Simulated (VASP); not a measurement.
Here is the system:

```
CELL_PARAMETERS angstrom
      2.83403     0.00000     0.00000
      0.00000     2.83403     0.00000
      0.00000     0.00000     2.83403
ATOMIC_POSITIONS crystal
  Al 0.50000 0.50000 0.50000
  Fe 0.00000 0.00000 0.00000
```

The numbers are results of optB88-vdW, VASP's PBE PAW potentials (set 64) (plane waves; VASP), not measurements. Numerical set-up: 520 eV cut-off, 13×13×13 Γ-centred mesh, first-order Methfessel-Paxton smearing of 0.10 eV, potentials Al Fe.

Give the stress tensor in GPa (positive for a compressed cell).

```
5.93  0.00  0.00
0.00  5.93  0.00
0.00  0.00  5.93
```
The pressure is its mean diagonal, 5.93 GPa.

The compound is FeAl in the CsCl type structure. This cell is one point of a volume scan, at 0.97 of the reference volume. The run is not spin-polarised, so no magnetic state was tried. The electron count is odd and the run is not spin-polarised, which forces a metal.
